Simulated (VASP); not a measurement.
## BN: relaxation of cell and atoms with PBE+D4

Crystal: BN.

```
B N
1.0
     2.50400    0.00000    0.00000
    -1.25200    2.16853    0.00000
     0.00000    0.00000    6.66100
B N
2 2
Cartesian
  0.0000 1.4457 1.6652
  1.2520 0.7228 4.9957
  1.2520 0.7228 1.6652
  0.0000 1.4457 4.9957
```

The cell was built by a generator and needn't be a form met in nature.

* Program: VASP 6.6.1
* Task: relaxation of cell and atoms
* Functional: PBE
* Dispersion: D4
* Potentials or basis: VASP PAW PBE potentials, release 64 (B, N)
* Cutoff: 600 eV
* k mesh: 12 × 12 × 4
* Occupations: gaussian, width 0.01 eV
* Spin: no spin polarisation
* Dipole correction: no
* Further INCAR settings: ALGO = Normal; EDIFF = 1e-06; IBRION = 2; EDIFFG = -0.002; NSW = 80; ISIF = 3

- Relaxed volume: 8.85 Å³/atom
- Relaxed cell: a = 2.507 Å, b = 2.507 Å, c = 6.503 Å, α = 90.00°, β = 90.00°, γ = 120.00°
- Space group after relaxing (to 0.05 Å): P6_3/mmc (No. 194)
- Energy gained by relaxing: 0.6 meV/atom
- Ionic steps: 10
- Pressure after relaxing: 0.0 GPa
- Band gap on the k mesh: 4.22 eV, indirect (least direct gap 4.62 eV)
- Dispersion energy per atom: -0.164 eV

Step by step:
| step | energy change (eV) | largest force (eV/Å) | pressure (GPa) | volume (Å³) |
| --- | --- | --- | --- | --- |
| 1 | 0.0000 | 0.0000 | 0.63 | 36.17 |
| 2 | 0.0007 | 0.0000 | -1.89 | 36.35 |
| 3 | -0.0005 | 0.0000 | -0.37 | 36.24 |
| 4 | -0.0008 | 0.0000 | -0.35 | 36.17 |
| 5 | -0.0016 | 0.0000 | -0.29 | 35.95 |
| 6 | -0.0024 | 0.0000 | -0.17 | 35.52 |
| 7 | -0.0025 | 0.0000 | -0.12 | 35.38 |
| 8 | -0.0025 | 0.0000 | -0.15 | 35.41 |
| 9 | -0.0020 | 0.0000 | 0.98 | 35.30 |
| 10 | -0.0025 | 0.0000 | 0.00 | 35.39 |

Final structure:
```xyz
4
Lattice="2.5069 0.0000 0.0000 -1.2535 2.1710 0.0000 0.0000 0.0000 6.5028" Properties=species:S:1:pos:R:3 pbc="T T T"
B     0.0000    1.4474    1.6257
B     1.2535    0.7237    4.8771
N     1.2535    0.7237    1.6257
N     0.0000    1.4474    4.8771
```

Levels at points of the mesh, in eV from the valence-band top:
```tsv
k point	band 6	band 7	band 8	band 9	band 10	band 11
(0.00, 0.00, 0.00)	-1.35	-1.31	-1.31	5.38	10.53	11.49
(0.50, 0.00, 0.00)	-4.08	-1.53	-0.40	4.22	5.72	9.51
(0.00, 0.00, 0.50)	-1.33	-1.33	-1.33	7.85	7.85	11.56
(0.50, 0.00, 0.50)	-4.12	-0.93	-0.93	4.71	4.71	9.88
```

It took 86 s on 1 thread of Intel(R) Xeon(R) Platinum 8559C (Emerald Rapids) (shared host), peak memory 0.16 GiB.

A k mesh can miss the band edges. As with any semilocal functional, this PBE gap is likely too small.
